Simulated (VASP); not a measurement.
A convergence study with VASP on Al (fcc): one setting is varied, all else stays as given below, so the limit is that of these other settings.

```yaml
crystal:
  lattice:
    - [0.00000, 2.02500, 2.02500]
    - [2.02500, 0.00000, 2.02500]
    - [2.02500, 2.02500, 0.00000]
  atoms:
    - { symbol: Al, position: [0.00000, 0.00000, 0.00000] }
```

The numbers are results of PBE GGA, VASP's PBE PAW potentials (set 64) (plane waves; VASP), not measurements. The tightest run used: 550 eV cut-off, 21×21×21 Monkhorst-Pack mesh, first-order Methfessel-Paxton smearing of 0.10 eV, potentials Al.

The reference is 21×21×21 mesh, which took about 40 core-seconds. Costs are core time on shared hosts, one run each; read them as rough ratios.

### Question
Of the settings 1×1×1 mesh; 2×2×2 mesh; 3×3×3 mesh; 4×4×4 mesh; 5×5×5 mesh; 6×6×6 mesh; 7×7×7 mesh; 8×8×8 mesh; 9×9×9 mesh; 10×10×10 mesh; 11×11×11 mesh; 12×12×12 mesh; 13×13×13 mesh; 14×14×14 mesh; 15×15×15 mesh; 16×16×16 mesh; 17×17×17 mesh; 18×18×18 mesh; 19×19×19 mesh; 20×20×20 mesh; 21×21×21 mesh, which is the lowest that keeps the difference from the reference in the stress, largest component (GPa) within 0.5 from there on, and what does it cost?

### Answer
8×8×8 mesh; its cost over the reference is about 1/3.
```csv
setting,"difference in the stress, largest component (GPa)",cost over the reference
1×1×1 mesh,0.52,about 1/10
2×2×2 mesh,2.14,about 1/10
3×3×3 mesh,0.81,about 1/10
4×4×4 mesh,0.16,about 1/10
5×5×5 mesh,1.80,about 1/10
6×6×6 mesh,0.14,about 1/5
7×7×7 mesh,0.74,about 1/7
8×8×8 mesh,0.32,about 1/3
9×9×9 mesh,0.27,about 1/4
10×10×10 mesh,0.21,within a factor of 2
11×11×11 mesh,0.02,about 1/5
12×12×12 mesh,0.11,within a factor of 2
13×13×13 mesh,0.12,about 1/3
14×14×14 mesh,0.03,within a factor of 2
15×15×15 mesh,0.23,about 1/2
16×16×16 mesh,0.03,within a factor of 2
17×17×17 mesh,0.13,within a factor of 2
18×18×18 mesh,0.09,within a factor of 2
19×19×19 mesh,0.08,within a factor of 2
20×20×20 mesh,0.12,about 3 times
21×21×21 mesh,0.00,reference
```

Left out are rungs that failed or repeat a setting and relaxations that didn't move; long series are thinned to 24 rows.

The compound is Al in the fcc structure. The cell was not relaxed at this level.
